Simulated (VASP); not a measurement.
Computed with SCAN meta-GGA, VASP's PBE PAW potentials (set 64) (plane waves; VASP 6.6.1).

VASP ran on this input.

### KPOINTS
```
Regular mesh
0
G
4 4 4
```

**POSCAR**
```
CsPbBr3
1
    5.7999294744     0.0000000000     0.0000000000
    0.0000000000     5.7999294744     0.0000000000
    0.0000000000     0.0000000000     5.7999294744
Cs Pb Br
1 1 3
Direct
  0.0000000000   0.0000000000   0.0000000000
  0.5000000000   0.5000000000   0.5000000000
  0.5000000000   0.0000000000   0.5000000000
  0.0000000000   0.5000000000   0.5000000000
  0.5000000000   0.5000000000   0.0000000000
```

INCAR:
```
LCHARG=F
LMIXTAU=T
LREAL=F
SIGMA=0.05   ! width (eV)
PREC=Accurate
NELM=100
ALGO=Normal
LMAXMIX=4   ! l cut-off of mixed one-centre charges
METAGGA=SCAN
EDIFF=1E-7   ! SCF stop (eV)
ISIF=2   ! forces and stress, cell fixed
LWAVE=F
ENCUT=520   ! plane-wave cut-off (eV)
SYSTEM=CsPbBr3
LASPH=T
ISMEAR=0   ! Gaussian
```

POTCAR, in this order: Cs_sv Pb_d Br (PBE.64 set). Program: vasp_std.

Unless said otherwise, spin-orbit coupling is left out, though it shifts the bands of the heavy elements here.

**Question.** Predict the energy per atom (σ→0), pressure, band gap (on the k-mesh).

**Answer.** 
| Property | Result |
|---|---|
| energy per atom (σ→0) | -35.715 eV/atom |
| band gap (on the k-mesh) | 1.64 eV |
| pressure | 1.53 GPa |

**OSZICAR**
```
...
DAV:  20    -0.178573784521E+03   -0.40124E-05   -0.19365E-05   544   0.505E-02    0.149E-03
DAV:  21    -0.178573794848E+03   -0.10327E-04   -0.10731E-05   572   0.383E-02    0.382E-03
DAV:  22    -0.178573793425E+03    0.14228E-05   -0.90346E-07   650   0.111E-02    0.346E-03
DAV:  23    -0.178573788962E+03    0.44636E-05   -0.56163E-07   580   0.771E-03    0.127E-03
DAV:  24    -0.178573785681E+03    0.32812E-05   -0.31022E-07   452   0.668E-03    0.403E-04
DAV:  25    -0.178573786003E+03   -0.32229E-06   -0.13500E-07   376   0.435E-03    0.201E-04
DAV:  26    -0.178573786055E+03   -0.52043E-07   -0.19164E-08   342   0.156E-03
   1 F= -.17857379E+03 E0= -.17857379E+03  d E =-.137942E-11
```

The compound is CsPbBr3 in the cubic perovskite structure, the ideal cubic form; the compound distorts at low or room temperature. This cell is one point of a volume scan, at 0.94 of the reference volume.
